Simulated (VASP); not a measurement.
Here is the system:

```xyz
64
Lattice="10.9371 0.0000 0.0000 0.0000 10.9371 0.0000 0.0000 0.0000 10.9371" Properties=species:S:1:pos:R:3 pbc="T T T"
Si     5.4685     0.0000     0.0000
Si     6.8357     1.3671     1.3671
Si     8.2028     2.7343     0.0000
Si     9.5699     4.1014     1.3671
Si     8.2028     0.0000     2.7343
Si     9.5699     1.3671     4.1014
Si     0.0000     0.0000     0.0000
Si     1.3671     1.3671     1.3671
Si     2.7343     2.7343     0.0000
Si     4.1014     4.1014     1.3671
Si     5.4685     5.4685     0.0000
Si     6.8357     6.8357     1.3671
Si     8.2028     8.2028     0.0000
Si     9.5699     9.5699     1.3671
Si     2.7343     0.0000     2.7343
Si     4.1014     1.3671     4.1014
Si     5.4685     2.7343     2.7343
Si     6.8404     4.1485     4.1414
Si     8.2028     5.4685     2.7343
Si     9.5699     6.8357     4.1014
Si     5.4685     0.0000     5.4685
Si     6.8357     1.3671     6.8357
Si     8.2028     2.7343     5.4685
Si     9.5699     4.1014     6.8357
Si     8.2028     0.0000     8.2028
Si     9.5699     1.3671     9.5699
Si     0.0000     5.4685     0.0000
Si     1.3671     6.8357     1.3671
Si     2.7343     8.2028     0.0000
Si     4.1014     9.5699     1.3671
Si     0.0000     2.7343     2.7343
Si     1.3671     4.1014     4.1014
Si     2.7343     5.4685     2.7343
Si     4.1121     6.8549     4.1055
Si     5.4685     8.2028     2.7343
Si     6.8357     9.5699     4.1014
Si     0.0000     0.0000     5.4685
Si     1.3671     1.3671     6.8357
Si     2.7343     2.7343     5.4685
Si     4.1136     4.1486     6.8524
Si     6.8117     6.7944     6.8532
Si     8.2028     8.2028     5.4685
Si     9.5699     9.5699     6.8357
Si     2.7343     0.0000     8.2028
Si     4.1014     1.3671     9.5699
Si     5.4685     2.7343     8.2028
Si     6.8357     4.1014     9.5699
Si     8.2028     5.4685     8.2028
Si     9.5699     6.8357     9.5699
Si     0.0000     8.2028     2.7343
Si     1.3671     9.5699     4.1014
Si     0.0000     5.4685     5.4685
Si     1.3671     6.8357     6.8357
Si     2.7343     8.2028     5.4685
Si     4.1014     9.5699     6.8357
Si     0.0000     2.7343     8.2028
Si     1.3671     4.1014     9.5699
Si     2.7343     5.4685     8.2028
Si     4.1014     6.8357     9.5699
Si     5.4685     8.2028     8.2028
Si     6.8357     9.5699     9.5699
Si     0.0000     8.2028     8.2028
Si     1.3671     9.5699     9.5699
Al     5.4632     5.4408     5.5074
```
Cell charge -1.

These are PBE GGA, VASP's PBE PAW potentials (set 64) (plane waves; VASP) values and carry that method's errors. Settings: PREC = Normal, LREAL = Auto, ISYM = 0, NELECT = 256.0, EDIFF = 1E-5, 400 eV cut-off, 1×1×1 Γ-centred mesh, Gaussian smearing of 0.050 eV, potentials Si Al.

The cell is charged, with a uniform compensating background. The supercell is sampled at Γ alone, which is coarse: total energies, pressure and levels can be off, energies of defects by several tenths of an eV.

The ions are relaxed. Predict the relaxed structure.

```xyz
64
Lattice="10.9371 0.0000 0.0000 0.0000 10.9371 0.0000 0.0000 0.0000 10.9371" Properties=species:S:1:pos:R:3 pbc="T T T"
Si     5.4686     0.0018     0.0030
Si     6.8277     1.3615     1.3639
Si     8.2010     2.7348     0.0028
Si     9.5760     4.1083     1.3624
Si     8.2009     0.0001     2.7378
Si     9.5777     1.3611     4.1083
Si    10.9369    10.9367    10.9368
Si     1.3687     1.3686     1.3684
Si     2.7378     2.7370     0.0014
Si     4.1043     4.1034     1.3763
Si     5.4680     5.4676     0.0018
Si     6.8345     6.8345     1.3725
Si     8.2009     8.2007    10.9360
Si     9.5683     9.5687     1.3684
Si     2.7382     0.0023     2.7381
Si     4.1049     1.3773     4.1039
Si     5.4873     2.7315     2.7312
Si     6.8671     4.0772     4.0773
Si     8.2115     5.4557     2.7279
Si     9.5640     6.8362     4.1043
Si     5.4684     0.0007     5.4682
Si     6.8336     1.3739     6.8339
Si     8.2118     2.7267     5.4544
Si     9.5661     4.1021     6.8350
Si     8.2000    10.9368     8.2001
Si     9.5688     1.3685     9.5681
Si    10.9357     5.4684     0.0043
Si     1.3604     6.8278     1.3622
Si     2.7355     8.2016     0.0028
Si     4.1084     9.5787     1.3615
Si     0.0012     2.7375     2.7371
Si     1.3756     4.1044     4.1032
Si     2.7288     5.4853     2.7279
Si     4.0725     6.8694     4.0721
Si     5.4555     8.2126     2.7257
Si     6.8356     9.5633     4.1052
Si    10.9348    10.9360     5.4691
Si     1.3597     1.3589     6.8282
Si     2.7260     2.7272     5.4858
Si     4.0631     4.0705     6.8766
Si     6.8661     6.8639     6.8747
Si     8.2079     8.2071     5.4873
Si     9.5744     9.5763     6.8279
Si     2.7370     0.0009     8.2008
Si     4.1087     1.3600     9.5783
Si     5.4536     2.7260     8.2131
Si     6.8350     4.1016     9.5671
Si     8.2138     5.4809     8.2151
Si     9.5791     6.8290     9.5783
Si     0.0010     8.2014     2.7372
Si     1.3604     9.5796     4.1086
Si     0.0003     5.4684     5.4681
Si     1.3715     6.8359     6.8335
Si     2.7255     8.2129     5.4538
Si     4.1031     9.5647     6.8347
Si     0.0022     2.7358     8.2012
Si     1.3577     4.1082     9.5818
Si     2.7206     5.4579     8.2171
Si     4.1023     6.8362     9.5675
Si     5.4833     8.2126     8.2143
Si     6.8288     9.5798     9.5789
Si    10.9357     8.2016     8.2001
Si     1.3685     9.5692     9.5682
Al     5.4625     5.4685     5.4777
```
Cell charge -1.

How much energy does the relaxation gain?

The energy (σ→0) changes by -3.8 meV/atom, in 8 ionic steps.

```
step  E(σ→0) (eV)  max force (eV/Å)  pressure (GPa)  volume (Å³)
----  -----------  ----------------  --------------  -----------
1       -331.9936             1.542            2.48      1308.29
2       -332.2035             0.392            2.43      1308.29
3       -332.2084             0.396            2.42      1308.29
4       -332.2292             0.104            2.42      1308.29
5       -332.2308             0.097            2.41      1308.29
6       -332.2354             0.046            2.41      1308.29
7       -332.2361             0.043            2.40      1308.29
8       -332.2375             0.024            2.40      1308.29
```

The cell is a supercell with a defect, built from Si (diamond): Al_Si, charge -1. The run is not spin-polarised, so no state with unpaired spins was tried.
